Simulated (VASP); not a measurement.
Data:

```
CELL_PARAMETERS angstrom
      3.45191     0.00000     0.00000
     -1.72596     2.98944     0.00000
      0.00000     0.00000    15.66312
ATOMIC_POSITIONS crystal
  Pt 0.66667 0.33333 0.50000
  S  0.33333 0.66667 0.41094
  S  0.33333 0.66667 0.58906
```

These are r2SCAN meta-GGA, VASP's PBE PAW potentials (set 64) (plane waves; VASP 6.6.1) values and carry that method's errors. Settings: 400 eV cut-off, 11×11×1 Γ-centred mesh, tetrahedra with Blöchl corrections, potentials Pt S.

The cell holds a wide vacuum, so values per volume refer to the whole cell. The cores are frozen, which limits the accuracy of field gradients.

**Question.** Give the principal components of the electric field gradient (V/Å²) and the asymmetry η at each nucleus.

**Answer.** 
```csv
atom,Vxx,Vyy,Vzz,η
Pt1,-143.7,-143.7,287.4,0.00
S2,14.4,14.4,-28.8,0.00
S3,14.4,14.4,-28.8,0.00
```

The cell is a sheet with vacuum, built from a generated structure.
